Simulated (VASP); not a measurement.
A convergence study with VASP on Au (fcc): a few settings are varied, all else stays as given below, so the limit is that of these other settings. The cell's lengths are 1 % over those of the tabulated start, so it is off equilibrium.

```yaml
crystal:
  lattice:
    - [0.00000, 2.06040, 2.06040]
    - [2.06040, 0.00000, 2.06040]
    - [2.06040, 2.06040, 0.00000]
  atoms:
    - { symbol: Au, position: [0.00000, 0.00000, 0.00000] }
```

Calculation: LDA (Ceperley-Alder, Perdew-Zunger), VASP's LDA PAW potentials (set 64) (plane waves; VASP). The last row used: 900 eV cut-off, 13×13×13 Γ-centred mesh, first-order Methfessel-Paxton smearing of 0.10 eV, potentials Au.

Energies of different potentials or hybrids have different zeros.

| setting | E (eV/atom) | pressure (GPa) | plane waves |
|---|---|---|---|
| ENCUT = 300 | -4.4300 | -9.56 | 214 |
| ENCUT = 400 | -4.4230 | -8.85 | 331 |
| ENCUT = 520 | ? | ? | 495 |
| ENCUT = 700 | ? | ? | 751 |
| ENCUT = 900 | -4.4227 | -8.75 | 1086 |

Fill in the missing entries.

- ENCUT = 520, E (eV/atom): -4.4229
- ENCUT = 520, pressure (GPa): -8.87
- ENCUT = 700, E (eV/atom): -4.4228
- ENCUT = 700, pressure (GPa): -8.76

Left out are rungs that failed or repeat a setting and relaxations that didn't move; long series are thinned to 24 rows.

The compound is Au in the fcc structure. The cell was not relaxed at this level.
